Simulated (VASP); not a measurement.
Output of a VASP run:

File OSZICAR:
```
       N       E                     dE             d eps       ncg     rms          rms(c)
DAV:   1     0.121547434855E+02    0.12155E+02   -0.45063E+03  1632   0.101E+03
DAV:   2    -0.141636864973E+02   -0.26318E+02   -0.25176E+02  2512   0.119E+02
DAV:   3    -0.144699746974E+02   -0.30629E+00   -0.30629E+00  2040   0.164E+01
DAV:   4    -0.144705838442E+02   -0.60915E-03   -0.60915E-03  2576   0.754E-01
DAV:   5    -0.144705843099E+02   -0.46569E-06   -0.46569E-06  2056   0.135E-02    0.756E+00
DAV:   6    -0.137751082704E+02    0.69548E+00   -0.17093E+00  1808   0.722E+00    0.407E+00
DAV:   7    -0.136591401211E+02    0.11597E+00   -0.32816E-01  2504   0.345E+00    0.126E+00
DAV:   8    -0.136490855757E+02    0.10055E-01   -0.29158E-02  1728   0.118E+00    0.205E-01
DAV:   9    -0.136492004438E+02   -0.11487E-03   -0.47851E-04  2424   0.209E-01    0.115E-01
DAV:  10    -0.136492523285E+02   -0.51885E-04   -0.11753E-04  1760   0.810E-02    0.205E-02
DAV:  11    -0.136492563257E+02   -0.39973E-05   -0.40820E-06  2448   0.185E-02    0.266E-02
DAV:  12    -0.136492566257E+02   -0.29996E-06   -0.14259E-06  1824   0.728E-03    0.561E-03
DAV:  13    -0.136492566326E+02   -0.69115E-08   -0.24561E-08   960   0.153E-03
   1 F= -.13649257E+02 E0= -.13649257E+02  d E =-.125227E-14
```

OUTCAR:
```
------------------------ aborting loop because EDIFF is reached ----------------------------------------
  FORCE on cell =-STRESS in cart. coord.  units (eV):
  Direction    XX          YY          ZZ          XY          YZ          ZX
  --------------------------------------------------------------------------------------
  Total        1.2828812      1.2828812      0.4952161      0.0000000      0.0000000      0.0000000
  in kB       92.6346780     92.6346780     35.7587196      0.0000000      0.0000000      0.0000000
  external PRESSURE =      73.6760252 kB  Pullay stress =       0.0000000 kB
  volume of cell :       22.19
      direct lattice vectors                 reciprocal lattice vectors
     0.000000000  2.215337148  2.260548110    -0.225699280  0.225699280  0.221185295
     2.215337148  0.000000000  2.260548110     0.225699280 -0.225699280  0.221185295
     2.215337148  2.215337148  0.000000000     0.225699280  0.225699280 -0.221185295
  FREE ENERGIE OF THE ION-ELECTRON SYSTEM (eV)
  ---------------------------------------------------
  free  energy   TOTEN  =       -13.6492566326 eV

  energy  without entropy=      -13.6492566326  energy(sigma->0) =      -13.64925663
```
(Selected blocks of OUTCAR.)

### POSCAR
```
BP
1
    0.0000000000     2.2153371481     2.2605481103
    2.2153371481     0.0000000000     2.2605481103
    2.2153371481     2.2153371481     0.0000000000
B P
1 1
Direct
  0.0000000000   0.0000000000   0.0000000000
  0.2500000000   0.2500000000   0.2500000000
```

Question: Write an INCAR and KPOINTS that could have produced this output.

Answer: Several could match; the one computed here: the input of the run itself, PBEsol GGA, plane waves, VASP's PBE PAW potentials (set 64).

**INCAR**
```
# general
SYSTEM = BP
PREC   = Accurate
ENCUT  = 600   # plane-wave cut-off (eV)
LREAL  = .FALSE.   # projection in real space or not
LASPH  = .TRUE.   # aspherical one-centre terms

# electronic loop
EDIFF  = 1E-7   # SCF stop (eV)
NELM   = 100   # most electronic steps
ALGO   = Normal   # blocked Davidson

# smearing
ISMEAR = 0   # Gaussian
SIGMA  = 0.05

# functional
GGA    = PS

# ions
ISIF   = 2   # forces and stress, cell fixed

# output
LWAVE  = .FALSE.
LCHARG = .FALSE.
```

### KPOINTS
```
Automatic mesh
0
Gamma
10 10 10
0 0 0
```

POTCAR, in this order: B P (PBE.64 set). Program: vasp_std.

The compound is BP in the zinc blende structure. This cell was strained or had an atom moved on purpose.
